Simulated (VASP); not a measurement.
A convergence study with VASP on Ir (fcc): one setting is varied, all else stays as given below, so the limit is that of these other settings. Each run relaxes cell and ions from the cell shown.

```xyz
1
Lattice="0.0000 1.9200 1.9200 1.9200 0.0000 1.9200 1.9200 1.9200 0.0000" Properties=species:S:1:pos:R:3 pbc="T T T"
Ir     0.0000     0.0000     0.0000
```

These are PBE GGA, VASP's PBE PAW potentials (set 64) (plane waves; VASP) values and carry that method's errors. The tightest run used: 550 eV cut-off, 21×21×21 Γ-centred mesh, first-order Methfessel-Paxton smearing of 0.10 eV, potentials Ir.

| setting | relaxed volume (Å³/atom) | E (eV/atom) | irreducible k-points |
|---|---|---|---|
| 2×2×2 mesh | 17.700 | -4.7430 | 3 |
| 3×3×3 mesh | 15.493 | -7.6530 | 4 |
| 4×4×4 mesh | 14.138 | -9.3328 | 8 |
| 5×5×5 mesh | 14.684 | -8.6106 | 10 |

These are the cheaper rows. Estimate the results at 21×21×21 mesh, and how far the last row shown lies from them.

```
quantity                  tightest run  last row shown is off by
------------------------  ------------  ------------------------
relaxed volume (Å³/atom)        14.519                     0.164
E (eV/atom)                    -8.8497                    0.2391
```

Left out are rungs that failed or repeat a setting and relaxations that didn't move; long series are thinned to 24 rows.

The compound is Ir in the fcc structure.
